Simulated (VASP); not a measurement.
NaI (rock salt), at 1.04 of the tabulated volume:

```
NaI
1.0
    0.00000     3.27757     3.27757
    3.27757     0.00000     3.27757
    3.27757     3.27757     0.00000
Na I
1 1
Direct
  0.00000   0.00000   0.00000
  0.50000   0.50000   0.50000
```

The lowest empty band near Γ, direction [111], from PBE with spin-orbit coupling in VASP (PAW); its two spin partners are averaged. The gap over the points computed is 3.21 eV, and the next band on that side lies 4.37 eV away at the edge.

Run with 400 eV cut-off, 8×8×8 Γ-centred mesh, Gaussian smearing of 0.050 eV, potentials Na_pv I.

```
distance from the edge in k (1/Å)  distance in energy (meV)
---------------------------------  ------------------------
0.018                                                   4.6
0.025                                                   8.8
0.035                                                  17.2
0.050                                                  34.9
0.070                                                  67.6
```

Q: Fit E(1 + αE) = ħ²k²/2m* (ħ²/2m0 = 3.810 eV Å²) and predict the row at 0.095 1/Å.

A: Least squares on the energies gives the electron mass m* = 0.270 m0 and α = 0.37 per eV, and so 122.1 meV. The run gave 122.2 meV, +0.1 meV from the fit.

Left out are points under 3 meV from the edge, since the levels carry 0.1 meV, and points farther than half the way to the next band.

The compound is NaI in the rock salt structure. The cell was not relaxed at this level.
